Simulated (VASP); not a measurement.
Input:

```yaml
crystal:
  lattice:
    - [1.27756, -2.21280, 0.00000]
    - [1.27756, 2.21280, 0.00000]
    - [0.00000, 0.00000, 4.22543]
  atoms:
    - { symbol: B, position: [0.66667, 0.33333, 0.50024] }
    - { symbol: B, position: [0.33333, 0.66667, 0.00024] }
    - { symbol: N, position: [0.66667, 0.33333, 0.87476] }
    - { symbol: N, position: [0.33333, 0.66667, 0.37476] }
```

Calculation: PBE GGA, VASP's PBE PAW potentials (set 64) (plane waves; VASP). Run with 520 eV cut-off, 10×10×5 Γ-centred mesh, Gaussian smearing of 0.010 eV, potentials B N.

Q: The job: BN (wurtzite), 4 atoms, PBE, DFPT for ε, Born charges and Γ modes, 520 eV, 10×10×5 Γ-centred mesh. Roughly how much core time does it take on a busy server core?

A: About 4 core-minutes (one run on a shared machine, a rough figure). It had 42 irreducible k-points, 12 bands, up to 660 plane waves and 151 electronic steps.

The compound is BN in the wurtzite structure, a metastable high-pressure form. It was relaxed first.
